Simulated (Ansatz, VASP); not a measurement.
**One calculation of Ba3Os, two programs**

```
CELL_PARAMETERS angstrom
4.97901 0.00000 0.00000
0.00000 4.97901 0.00000
0.00000 0.00000 4.97901
ATOMIC_POSITIONS crystal
Ba 0.00000 0.50000 0.50000
Ba 0.50000 0.00000 0.50000
Ba 0.50000 0.50000 0.00000
Os 0.00000 0.00000 0.00000
```

Alike in both runs: task single point; functional PBE; k mesh 4 × 4 × 4; occupations gaussian, width 0.1 eV; no spin polarisation.

|  | VASP | Ansatz |
| --- | --- | --- |
| version | VASP 6.6.1 | Ansatz 0.2.0 |
| potentials or method | VASP PAW PBE potentials, release 64 (Ba_sv, Os) | scalar-relativistic, plane waves, PAW |
| plane-wave cutoff (eV) | 520 | 420 |
| valence electrons in the cell | 38 | 46 |

VASP gave:

- gap on the k mesh at the Fermi level (eV): none
- pressure (GPa): 4.2

Q: Which values does Ansatz return?

A: gap on the k mesh at the Fermi level (eV): none; pressure (GPa): 2.5.

A gap of «none» marks a metal or a gap that the smearing closes. The two sets of potentials don't hold the same shells in valence.

The runs have no spin-orbit coupling, so splittings on Ba, Os are missing.
